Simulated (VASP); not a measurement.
Computed with PBE GGA, VASP's PBE PAW potentials (set 64) (plane waves; VASP 6.6.1).

The input files of a VASP run:

**KPOINTS**
```
K-points
0
gamma
3 3 3
```

INCAR:
```
ALGO = Normal
EDIFF = 1E-6
ENCUT = 300
GGA = PE
ISIF = 2
ISMEAR = 0
ISPIN = 2
LASPH = T
LCHARG = F
LMAXMIX = 6
LORBIT = 11
LREAL = F
LWAVE = F
MAGMOM = 2.0 0.0 0.0 0.0
NELM = 100
PREC = Accurate
SIGMA = 0.272
SYSTEM = PrBr3
```

File POSCAR:
```
PrBr3
1
    5.6331030000     0.0000000000     0.0000000000
    0.0000000000     5.6331030000     0.0000000000
    0.0000000000     0.0000000000     5.6331030000
Pr Br
1 3
Direct
  0.0000000000   0.0000000000   0.0000000000
  0.5000000000   0.0000000000   0.0000000000
  0.0000000000   0.0000000000   0.5000000000
  0.0000000000   0.5000000000   0.0000000000
```

POTCAR, in this order: Pr Br (PBE.64 set). Program: vasp_std.

The run wrote:

### OUTCAR
```
 ion  position               nearest neighbor table
   1  0.000  0.000  0.000-   2 2.82   3 2.82   4 2.82   3 2.82   4 2.82   2 2.82
   2  0.500  0.000  0.000-   1 2.82   1 2.82
   3  0.000  0.000  0.500-   1 2.82   1 2.82
   4  0.000  0.500  0.000-   1 2.82   1 2.82
  LATTYP: Found a simple cubic cell.
 ALAT       =     5.6331030000
 Subroutine PRICEL returns:
 Original cell was already a primitive cell.
 Subroutine GETGRP returns: Found 48 space group operations
The static configuration has the point symmetry O_h .
The dynamic configuration has the point symmetry O_h .
The overall configuration has the point symmetry O_h .
 Subroutine INISYM returns: Found 48 space group operations
 Subroutine IBZKPT returns following result:
 Found      4 irreducible k-points:

 Following reciprocal coordinates:
            Coordinates               Weight
  0.000000  0.000000  0.000000      1.000000
  0.333333  0.000000  0.000000      6.000000
  0.333333  0.333333  0.000000     12.000000
  0.333333  0.333333  0.333333      8.000000
   k-points           NKPTS =      4   k-points in BZ     NKDIM =      4   number of bands    NBANDS=     22
   number of dos      NEDOS =    301   number of ions     NIONS =      4
   total plane-waves  NPLWV =  32768
   dimension x,y,z NGX =    32 NGY =   32 NGZ =   32
   dimension x,y,z NGXF=    64 NGYF=   64 NGZF=   64
   ions per type =               1   3
   PREC   = accura    normal or accurate (medium, high low for compatibility)
   ISTART =      0    job   : 0-new  1-cont  2-samecut
   ICHARG =      2    charge: 1-file 2-atom 10-const
   ISPIN  =      2    spin polarized calculation?
   LNONCOLLINEAR =      F non collinear calculations
   LSORBIT =      F    spin-orbit coupling
   INIWAV =      1    electr: 0-lowe 1-rand  2-diag
   ENCUT  =  300.0 eV  22.05 Ry    4.70 a.u.   7.96  7.96  7.96*2*pi/ulx,y,z
   NELM   =    100;   NELMIN=  2; NELMDL= -5     # of ELM steps
   EDIFF  = 0.1E-05   stopping-criterion for ELM
   LREAL  =      F    real-space projection
...
```

**OSZICAR**
```
       N       E                     dE             d eps       ncg     rms          rms(c)
DAV:   1     0.342817664440E+03    0.34282E+03   -0.93810E+03   352   0.103E+03
DAV:   2     0.513372772732E+02   -0.29148E+03   -0.28469E+03   528   0.294E+02
DAV:   3    -0.136866675370E+02   -0.65024E+02   -0.62705E+02   618   0.157E+02
DAV:   4    -0.178195306293E+02   -0.41329E+01   -0.41033E+01   550   0.388E+01
DAV:   5    -0.179821204012E+02   -0.16259E+00   -0.15930E+00   532   0.618E+00    0.305E+01
DAV:   6    -0.178503484239E+02    0.13177E+00   -0.13881E+01   622   0.353E+01    0.252E+01
DAV:   7    -0.177390697130E+02    0.11128E+00   -0.50568E+00   550   0.468E+01    0.189E+01
DAV:   8    -0.177902687409E+02   -0.51199E-01   -0.73734E-01   528   0.505E+00    0.308E+00
DAV:   9    -0.177655639761E+02    0.24705E-01   -0.30496E-01   584   0.699E+00    0.134E+00
DAV:  10    -0.177707853333E+02   -0.52214E-02   -0.38135E-02   600   0.198E+00    0.161E+00
DAV:  11    -0.177860426235E+02   -0.15257E-01   -0.23605E-02   634   0.226E+00    0.699E-01
DAV:  12    -0.177874132248E+02   -0.13706E-02   -0.32800E-03   642   0.608E-01    0.233E-01
DAV:  13    -0.177871915688E+02    0.22166E-03   -0.89384E-04   582   0.479E-01    0.164E-01
DAV:  14    -0.177871742358E+02    0.17333E-04   -0.21212E-04   674   0.175E-01    0.405E-02
DAV:  15    -0.177871640085E+02    0.10227E-04   -0.14030E-04   586   0.184E-01    0.294E-02
DAV:  16    -0.177871601753E+02    0.38332E-05   -0.24942E-05   554   0.637E-02    0.238E-02
DAV:  17    -0.177871552894E+02    0.48859E-05   -0.11524E-05   480   0.363E-02    0.956E-03
DAV:  18    -0.177871536443E+02    0.16451E-05   -0.28248E-06   364   0.141E-02    0.361E-03
DAV:  19    -0.177871532251E+02    0.41918E-06   -0.13669E-06   322   0.129E-02
   1 F= -.17787153E+02 E0= -.17684310E+02  d E =-.205686E+00  mag=     2.0000
```

### OUTCAR
```
------------------------ aborting loop because EDIFF is reached ----------------------------------------
  FORCE on cell =-STRESS in cart. coord.  units (eV):
  Direction    XX          YY          ZZ          XY          YZ          ZX
  --------------------------------------------------------------------------------------
  Total        2.5042674      2.5042674      2.5042674     -0.0000000      0.0000000     -0.0000000
  in kB       22.4464782     22.4464782     22.4464782     -0.0000000      0.0000000     -0.0000000
  external PRESSURE =      22.4464782 kB  Pullay stress =       0.0000000 kB
  volume of cell :      178.75
      direct lattice vectors                 reciprocal lattice vectors
     5.633103000  0.000000000  0.000000000     0.177522051  0.000000000  0.000000000
     0.000000000  5.633103000  0.000000000     0.000000000  0.177522051  0.000000000
     0.000000000  0.000000000  5.633103000     0.000000000  0.000000000  0.177522051
 POSITION                                       TOTAL-FORCE (eV/Angst)
 -----------------------------------------------------------------------------------
      0.00000      0.00000      0.00000         0.000000      0.000000      0.000000
      2.81655      0.00000      0.00000         0.000000      0.000000      0.000000
      0.00000      0.00000      2.81655         0.000000      0.000000      0.000000
      0.00000      2.81655      0.00000         0.000000      0.000000      0.000000
 -----------------------------------------------------------------------------------
    total drift:                                0.000000      0.000000     -0.000000
  FREE ENERGIE OF THE ION-ELECTRON SYSTEM (eV)
  ---------------------------------------------------
  free  energy   TOTEN  =       -17.7871532251 eV

  energy  without entropy=      -17.5814676313  energy(sigma->0) =      -17.68431043

 total charge

# of ion       s       p       d       f       tot
--------------------------------------------------
    1        1.946   5.409   0.416   2.171   9.941
    2        1.606   3.302   0.007   0.000   4.915
    3        1.606   3.302   0.007   0.000   4.915
    4        1.606   3.302   0.007   0.000   4.915
--------------------------------------------------
tot          6.764  15.314   0.437   2.171  24.685

 magnetization (x)

# of ion       s       p       d       f       tot
--------------------------------------------------
    1       -0.019  -0.049   0.017   1.965   1.913
    2       -0.002  -0.022   0.001   0.000  -0.023
    3       -0.002  -0.022   0.001   0.000  -0.023
    4       -0.002  -0.022   0.001   0.000  -0.023
--------------------------------------------------
tot         -0.024  -0.116   0.019   1.965   1.845
```
(Selected blocks of OUTCAR.)

At this cut-off the stress carries a Pulay error, which pulls relaxed volumes low. The moments were started parallel, and other spin orders were not tried in this run.

The structure was generated: PrBr3 was put into an ordered model structure, which need not be its known phase. The cell was not relaxed at this level. The k-mesh is coarse (spacing up to 0.37 per Å, 2π included), so the numbers may not be converged in it.
